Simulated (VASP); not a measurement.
All values below come from PBEsol GGA, VASP's PBE PAW potentials (set 64) (plane waves; VASP 6.6.1).

VASP ran on this input.

File KPOINTS:
```
Automatic mesh
0
Gamma
8 8 5
0 0 0
```

**POSCAR**
```
MoS
1
    3.8808166976    -0.0000000000    -0.0000000000
   -1.9404083488     3.3608855147     0.0000000000
    0.0000000000     0.0000000000     5.5376177797
Mo S
2 2
Direct
  0.3333330000   0.6666670000   0.9801789351
  0.6666670000   0.3333330000   0.4801789351
  0.3333330000   0.6666670000   0.3948210649
  0.6666670000   0.3333330000   0.8948210649
```

### INCAR
```
SYSTEM = MoS
PREC = Accurate
ENCUT = 400
EDIFF = 1E-6
NELM = 100
ALGO = Normal
LREAL = .FALSE.
LASPH = .TRUE.
ISMEAR = 1
SIGMA = 0.1
GGA = PS
LMAXMIX = 4
LWAVE = .FALSE.
LCHARG = .FALSE.
IBRION = 2
ISIF = 3
NSW = 60
EDIFFG = -0.02
```

POTCAR, in this order: Mo_sv S (PBE.64 set). Program: vasp_std.

The resulting files:

### OSZICAR
```
...
DAV:   3    -0.321141226375E+02    0.12235E-03   -0.40174E-04  1808   0.128E-01    0.186E-02
DAV:   4    -0.321141205590E+02    0.20785E-05   -0.19193E-05  1744   0.293E-02    0.154E-02
DAV:   5    -0.321141206834E+02   -0.12434E-06   -0.11668E-06  1176   0.613E-03
  10 F= -.32114121E+02 E0= -.32112732E+02  d E =-.670218E-03
       N       E                     dE             d eps       ncg     rms          rms(c)
DAV:   1    -0.321173376504E+02   -0.32171E-02   -0.26349E-01  1440   0.446E+00    0.318E-01
DAV:   2    -0.321152573735E+02    0.20803E-02   -0.11592E-02  1736   0.778E-01    0.136E-01
DAV:   3    -0.321147685924E+02    0.48878E-03   -0.16198E-03  1840   0.256E-01    0.361E-02
DAV:   4    -0.321147597091E+02    0.88834E-05   -0.75826E-05  1728   0.584E-02    0.300E-02
DAV:   5    -0.321147595292E+02    0.17993E-06   -0.52338E-06  1600   0.121E-02
  11 F= -.32114760E+02 E0= -.32113452E+02  d E =-.130906E-02
       N       E                     dE             d eps       ncg     rms          rms(c)
DAV:   1    -0.321259815758E+02   -0.11222E-01   -0.10587E+00  1440   0.893E+00    0.639E-01
DAV:   2    -0.321176673059E+02    0.83143E-02   -0.46706E-02  1736   0.155E+00    0.272E-01
DAV:   3    -0.321156935019E+02    0.19738E-02   -0.66823E-03  1840   0.508E-01    0.731E-02
DAV:   4    -0.321156589641E+02    0.34538E-04   -0.29191E-04  1696   0.115E-01    0.603E-02
DAV:   5    -0.321156569876E+02    0.19764E-05   -0.22043E-05  1776   0.245E-02    0.262E-02
DAV:   6    -0.321156580167E+02   -0.10291E-05   -0.28146E-06  1376   0.108E-02    0.508E-03
DAV:   7    -0.321156583637E+02   -0.34705E-06   -0.23231E-07   960   0.370E-03
  12 F= -.32115658E+02 E0= -.32114532E+02  d E =-.220790E-02
       N       E                     dE             d eps       ncg     rms          rms(c)
DAV:   1    -0.321566974911E+02   -0.41039E-01   -0.42761E+00  1440   0.179E+01    0.129E+00
DAV:   2    -0.321236101717E+02    0.33087E-01   -0.19022E-01  1760   0.311E+00    0.546E-01
DAV:   3    -0.321154922569E+02    0.81179E-02   -0.27582E-02  1824   0.100E+00    0.148E-01
DAV:   4    -0.321153567138E+02    0.13554E-03   -0.11691E-03  1688   0.225E-01    0.120E-01
DAV:   5    -0.321153468611E+02    0.98527E-05   -0.88178E-05  1896   0.494E-02    0.500E-02
DAV:   6    -0.321153489666E+02   -0.21055E-05   -0.10335E-05  1752   0.204E-02    0.103E-02
DAV:   7    -0.321153497081E+02   -0.74151E-06   -0.69881E-07  1128   0.621E-03
  13 F= -.32115350E+02 E0= -.32114522E+02  d E =-.189924E-02
       N       E                     dE             d eps       ncg     rms          rms(c)
DAV:   1    -0.321341302291E+02   -0.18781E-01   -0.17957E+00  1440   0.116E+01    0.839E-01
DAV:   2    -0.321192555094E+02    0.14875E-01   -0.82063E-02  1752   0.203E+00    0.350E-01
DAV:   3    -0.321159618277E+02    0.32937E-02   -0.11569E-02  1832   0.663E-01    0.892E-02
DAV:   4    -0.321158948760E+02    0.66952E-04   -0.51282E-04  1704   0.152E-01    0.755E-02
DAV:   5    -0.321158874181E+02    0.74580E-05   -0.36657E-05  1888   0.318E-02    0.332E-02
DAV:   6    -0.321158858521E+02    0.15660E-05   -0.50217E-06  1512   0.145E-02    0.674E-03
DAV:   7    -0.321158855686E+02    0.28346E-06   -0.35989E-07  1040   0.457E-03
  14 F= -.32115886E+02 E0= -.32114882E+02  d E =-.243510E-02
       N       E                     dE             d eps       ncg     rms          rms(c)
DAV:   1    -0.321196693470E+02   -0.37835E-02   -0.12457E-01  1440   0.313E+00    0.476E-01
DAV:   2    -0.321174070809E+02    0.22623E-02   -0.10597E-02  1472   0.790E-01    0.102E-01
DAV:   3    -0.321171641560E+02    0.24292E-03   -0.68916E-04  1888   0.163E-01    0.465E-02
DAV:   4    -0.321171326500E+02    0.31506E-04   -0.19051E-04  1648   0.842E-02    0.356E-02
DAV:   5    -0.321171349054E+02   -0.22554E-05   -0.81820E-06  1568   0.173E-02    0.227E-02
DAV:   6    -0.321171384139E+02   -0.35084E-05   -0.19717E-06  1128   0.908E-03    0.544E-03
DAV:   7    -0.321171390507E+02   -0.63684E-06   -0.18798E-07   784   0.317E-03
  15 F= -.32117139E+02 E0= -.32116175E+02  d E =-.125348E-02
       N       E                     dE             d eps       ncg     rms          rms(c)
DAV:   1    -0.321424201793E+02   -0.25282E-01   -0.11243E+00  1440   0.939E+00    0.145E+00
DAV:   2    -0.321221502616E+02    0.20270E-01   -0.94744E-02  1480   0.236E+00    0.306E-01
DAV:   3    -0.321199459879E+02    0.22043E-02   -0.61443E-03  1888   0.487E-01    0.143E-01
DAV:   4    -0.321196350804E+02    0.31091E-03   -0.17311E-03  1656   0.254E-01    0.109E-01
DAV:   5    -0.321196462303E+02   -0.11150E-04   -0.75250E-05  1800   0.522E-02    0.694E-02
DAV:   6    -0.321196612322E+02   -0.15002E-04   -0.18983E-05  1792   0.262E-02    0.175E-02
DAV:   7    -0.321196634031E+02   -0.21710E-05   -0.69642E-07  1072   0.564E-03    0.506E-03
DAV:   8    -0.321196634022E+02    0.95315E-09   -0.13941E-07   816   0.256E-03
  16 F= -.32119663E+02 E0= -.32118793E+02  d E =-.377783E-02
       N       E                     dE             d eps       ncg     rms          rms(c)
DAV:   1    -0.322101833124E+02   -0.90520E-01   -0.45282E+00  1448   0.188E+01    0.301E+00
DAV:   2    -0.321291239901E+02    0.81059E-01   -0.37753E-01  1496   0.471E+00    0.617E-01
DAV:   3    -0.321201907647E+02    0.89332E-02   -0.24240E-02  1888   0.968E-01    0.296E-01
DAV:   4    -0.321189048224E+02    0.12859E-02   -0.69356E-03  1632   0.510E-01    0.226E-01
DAV:   5    -0.321189447022E+02   -0.39880E-04   -0.29797E-04  1800   0.105E-01    0.143E-01
DAV:   6    -0.321189880489E+02   -0.43347E-04   -0.77579E-05  1752   0.526E-02    0.361E-02
DAV:   7    -0.321189932118E+02   -0.51630E-05   -0.30315E-06  1520   0.114E-02    0.114E-02
DAV:   8    -0.321189931928E+02    0.18984E-07   -0.52150E-07   912   0.446E-03
  17 F= -.32118993E+02 E0= -.32118241E+02  d E =-.310762E-02
       N       E                     dE             d eps       ncg     rms          rms(c)
DAV:   1    -0.321522840638E+02   -0.33291E-01   -0.15683E+00  1456   0.111E+01    0.167E+00
DAV:   2    -0.321238503978E+02    0.28434E-01   -0.13456E-01  1496   0.281E+00    0.357E-01
DAV:   3    -0.321207476499E+02    0.31027E-02   -0.87897E-03  1872   0.581E-01    0.155E-01
DAV:   4    -0.321203135315E+02    0.43412E-03   -0.23384E-03  1664   0.298E-01    0.122E-01
DAV:   5    -0.321203179859E+02   -0.44544E-05   -0.84791E-05  1768   0.565E-02    0.813E-02
DAV:   6    -0.321203197162E+02   -0.17303E-05   -0.25610E-05  1784   0.319E-02    0.225E-02
DAV:   7    -0.321203182314E+02    0.14847E-05   -0.10110E-06  1152   0.671E-03    0.655E-03
DAV:   8    -0.321203182189E+02    0.12559E-07   -0.15342E-07   792   0.271E-03
  18 F= -.32120318E+02 E0= -.32119503E+02  d E =-.443265E-02
       N       E                     dE             d eps       ncg     rms          rms(c)
DAV:   1    -0.321204332393E+02   -0.11501E-03   -0.37736E-03  1440   0.506E-01    0.509E-02
DAV:   2    -0.321203691424E+02    0.64097E-04   -0.19051E-04  1720   0.945E-02    0.210E-02
DAV:   3    -0.321203563145E+02    0.12828E-04   -0.51757E-05  1864   0.435E-02    0.426E-03
DAV:   4    -0.321203562640E+02    0.50512E-07   -0.19512E-06  1184   0.100E-02
  19 F= -.32120356E+02 E0= -.32119536E+02  d E =-.380451E-04
       N       E                     dE             d eps       ncg     rms          rms(c)
DAV:   1    -0.321211163996E+02   -0.76009E-03   -0.33848E-02  1440   0.152E+00    0.153E-01
DAV:   2    -0.321205374758E+02    0.57892E-03   -0.17145E-03  1736   0.282E-01    0.627E-02
DAV:   3    -0.321204224524E+02    0.11502E-03   -0.46323E-04  1856   0.130E-01    0.129E-02
DAV:   4    -0.321204221286E+02    0.32372E-06   -0.18003E-05  1584   0.301E-02    0.117E-02
DAV:   5    -0.321204217806E+02    0.34799E-06   -0.13207E-06  1120   0.628E-03
  20 F= -.32120422E+02 E0= -.32119582E+02  d E =-.103562E-03
```

**OUTCAR**
```
------------------------ aborting loop because EDIFF is reached ----------------------------------------
  FORCE on cell =-STRESS in cart. coord.  units (eV):
  Direction    XX          YY          ZZ          XY          YZ          ZX
  --------------------------------------------------------------------------------------
  Total       -0.0317748     -0.0317748     -0.0350023      0.0000000      0.0000000      0.0000000
  in kB       -0.7146840     -0.7146838     -0.7872781      0.0000000      0.0000000      0.0000000
  external PRESSURE =      -0.7388820 kB  Pullay stress =       0.0000000 kB
  volume of cell :       71.23
      direct lattice vectors                 reciprocal lattice vectors
     3.920337428 -0.000000000  0.000000000     0.255080084  0.147270570 -0.000000000
    -1.960168714  3.395111461  0.000000000     0.000000000  0.294541140  0.000000000
     0.000000000 -0.000000000  5.351822154    -0.000000000 -0.000000000  0.186852248
 POSITION                                       TOTAL-FORCE (eV/Angst)
 -----------------------------------------------------------------------------------
     -0.00000      2.26341      5.20763         0.000000     -0.000000      0.009966
      1.96017      1.13170      2.53172         0.000000      0.000000      0.009966
     -0.00000      2.26341      2.15113        -0.000000     -0.000000     -0.009966
      1.96017      1.13170      4.82704        -0.000000      0.000000     -0.009966
 -----------------------------------------------------------------------------------
    total drift:                               -0.003663      0.002114     -0.000853
  FREE ENERGIE OF THE ION-ELECTRON SYSTEM (eV)
  ---------------------------------------------------
  free  energy   TOTEN  =       -32.1204217806 eV

  energy  without entropy=      -32.1179029782  energy(sigma->0) =      -32.11958218

 reached required accuracy - stopping structural energy minimisation
```
(Selected blocks of OUTCAR.)

File CONTCAR:
```
MoS
   1.00000000000000
     3.9203374283999248   -0.0000000000000000    0.0000000000000000
    -1.9601687141999624    3.3951114614457323    0.0000000000000000
     0.0000000000000000   -0.0000000000000000    5.3518221543523357
  Mo              S
     2     2
Direct
     0.3333330000000032    0.6666669999999968    0.9730570157241858
     0.6666669999999968    0.3333330000000032    0.4730570157241861
     0.3333330000000032    0.6666669999999968    0.4019429842758139
     0.6666669999999968    0.3333330000000032    0.9019429842758142
```

The structure was generated: MoS was put into the wurtzite type (P6_3mc), which need not be its known phase. This run relaxes it. Symmetry was kept, so distortions that lower it aren't found. The start is the result of an earlier pass.
